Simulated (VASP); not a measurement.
```
Cr
1.0
    2.87335     0.00000     0.00000
    0.00000     2.87335     0.00000
    0.00000     0.00000     2.87335
Cr
2
Cartesian
  0.00000   0.00000   0.00000
  1.43667   1.43667   1.43667
```
Starting moments (μB, in the order of the record's atoms Cr Cr): 0.7 -0.7.

Level of theory: optB88-vdW, VASP's PBE PAW potentials (set 64) (plane waves; VASP 6.6.1). Settings: 520 eV cut-off, 13×13×13 Γ-centred mesh, first-order Methfessel-Paxton smearing of 0.10 eV, potentials Cr_pv.

Question: Give the stress tensor in GPa (positive for a compressed cell).

Answer: 
```
-5.24   0.00   0.00
 0.00  -5.24   0.00
 0.00   0.00  -5.24
```
The pressure is its mean diagonal, -5.24 GPa.

The compound is Cr in the bcc, AFM order structure. This cell is one point of a volume scan, at 1.03 of the reference volume.
